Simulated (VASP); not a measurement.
Given:

```
CeO2
1.0
    0.00000     2.76101     2.76101
    2.76101     0.00000     2.76101
    2.76101     2.76101     0.00000
Ce O
1 2
Cartesian
  0.00000   0.00000   0.00000
  1.38051   1.38051   1.38051
  4.14152   4.14152   4.14152
```

Calculation: PW91 GGA, VASP's PBE PAW potentials (set 64) (plane waves; VASP). Settings: 520 eV cut-off, 7×7×7 Γ-centred mesh, Gaussian smearing of 0.050 eV, potentials Ce O.

### Question
Estimate the energy per atom (σ→0), pressure.

### Answer

```json
{
  "energy per atom (σ→0)": "-8.794 eV/atom",
  "pressure": "-50.8 kbar"
}
```

The compound is CeO2 in the fluorite structure. This cell is one point of a volume scan, at 1.03 of the reference volume. The run is not spin-polarised, so no magnetic state was tried.
